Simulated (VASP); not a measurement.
The system is Sn2HBr3.

```
CELL_PARAMETERS angstrom
3.19705 1.84582 5.11804
-3.19705 1.84582 5.11804
0.00000 -3.69163 5.11804
ATOMIC_POSITIONS crystal
Sn 0.62451 0.62451 0.62451
Sn 0.37549 0.37549 0.37549
H 0.00000 0.00000 0.00000
Br 0.00000 0.50000 0.00000
Br 0.50000 0.00000 0.00000
Br 0.00000 0.00000 0.50000
```

The cell was built by a generator and needn't be a form met in nature.

```yaml
Program: VASP 6.6.1
Task: relaxation of cell and atoms
Functional: PBE
Potentials_or_basis: VASP PAW PBE potentials, release 64 (Sn_d, H, Br)
Cutoff: 520 eV
k_mesh: 3 × 3 × 3
Occupations: gaussian, width 0.15 eV
Spin: no spin polarisation
```

At the start: pressure -3.1 GPa; volume 30.20 Å³/atom.

Where does the relaxation end?

Over 19 steps the energy falls by 487.6 meV/atom and the volume is 28.12 Å³/atom (-6.9 %); space group R-3m (No. 166, to 0.05 Å).

The path:
| step | energy change (eV) | largest force (eV/Å) | pressure (GPa) | volume (Å³) |
| --- | --- | --- | --- | --- |
| 1 | 0.0000 | 0.0568 | -3.14 | 181.21 |
| 2 | -0.3804 | 0.1321 | -1.69 | 166.06 |
| 3 | -0.6571 | 0.1640 | 0.67 | 151.08 |
| 4 | -0.4151 | 0.3285 | 11.28 | 123.31 |
| 5 | -0.7236 | 0.1607 | 2.38 | 144.48 |
| 6 | -0.9902 | 0.1266 | 2.95 | 141.16 |
| 7 | -1.3635 | 2.0734 | 7.68 | 130.03 |
| 8 | -1.5574 | 2.2093 | 7.37 | 131.38 |
| 9 | -1.7950 | 3.0281 | 7.23 | 134.50 |
| 10 | -2.2641 | 1.9628 | 4.42 | 141.29 |
| 11 | -2.7817 | 0.7481 | 1.14 | 157.29 |
| 12 | -2.8245 | 0.3619 | -1.82 | 192.60 |
| 13 | -2.8845 | 0.3668 | -1.42 | 180.97 |
| 14 | -2.8932 | 0.4297 | -0.68 | 170.24 |
| 15 | -2.8971 | 0.3211 | -0.89 | 173.48 |
| 16 | -2.8965 | 0.4220 | -0.78 | 172.39 |
| 17 | -2.9131 | 0.2357 | -0.41 | 171.00 |
| 18 | -2.9248 | 0.0840 | 0.18 | 169.09 |
| 19 | -2.9255 | 0.0562 | 0.22 | 168.69 |

Final structure:
```cif
data_structure
_symmetry_space_group_name_H-M 'P 1'
_symmetry_Int_Tables_number 1
_cell_length_a 5.5424
_cell_length_b 5.5424
_cell_length_c 5.5424
_cell_angle_alpha 85.400
_cell_angle_beta 85.400
_cell_angle_gamma 85.400
_cell_volume 168.69
loop_
_atom_site_label
_atom_site_type_symbol
_atom_site_fract_x
_atom_site_fract_y
_atom_site_fract_z
_atom_site_occupancy
Sn1 Sn 0.65884 0.65884 0.65884 1
Sn2 Sn 0.34116 0.34116 0.34116 1
H1 H 0.00000 0.00000 0.00000 1
Br1 Br 0.00000 0.50000 0.00000 1
Br2 Br 0.50000 0.00000 0.00000 1
Br3 Br 0.00000 0.00000 0.50000 1
```

Caveat: the k mesh is coarse (spacing up to 0.40 Å⁻¹), so the values aren't converged; the relaxation stopped at a loose force limit of 0.08 eV/Å, so its end isn't a converged minimum.
